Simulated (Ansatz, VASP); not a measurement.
## One calculation of Zn3C, two programs

```xyz
4
Lattice="3.7064 0.0000 0.0000 0.0000 3.7064 0.0000 0.0000 0.0000 3.7064" Properties=species:S:1:pos:R:3 pbc="T T T"
Zn    0.0000    1.8532    1.8532
Zn    1.8532    1.8532    0.0000
Zn    1.8532    0.0000    1.8532
C     0.0000    0.0000    0.0000
```

Change from the starting cell: species swapped into the HoAl3 type (Pm-3m, No. 221).

Alike in both runs: task relaxation of cell and atoms; functional PBE; k mesh 6 × 6 × 6; occupations gaussian, width 0.1 eV; no spin polarisation.

|  | VASP | Ansatz |
| --- | --- | --- |
| version | VASP 6.6.1 | Ansatz 0.2.0 |
| potentials or method | VASP PAW PBE potentials, release 64 (Zn, C) | scalar-relativistic, plane waves, PAW |
| plane-wave cutoff (eV) | 600 | 420 |
| valence electrons in the cell | 40 | 40 |

|  | VASP | Ansatz | Ansatz less VASP |
| --- | --- | --- | --- |
| gap on the k mesh at the Fermi level, each at its own relaxed structure (eV) | none | none | - |
| relaxed volume (Å³/atom) | 12.73 | 12.73 | 0.000 |
| relaxed cell length with the largest relative difference (Å) | 3.706 | 3.706 | 0.0000 |

A gap of «none» marks a metal or a gap that the smearing closes.

Caveats: the relaxation stopped at its first step, so nothing moved.
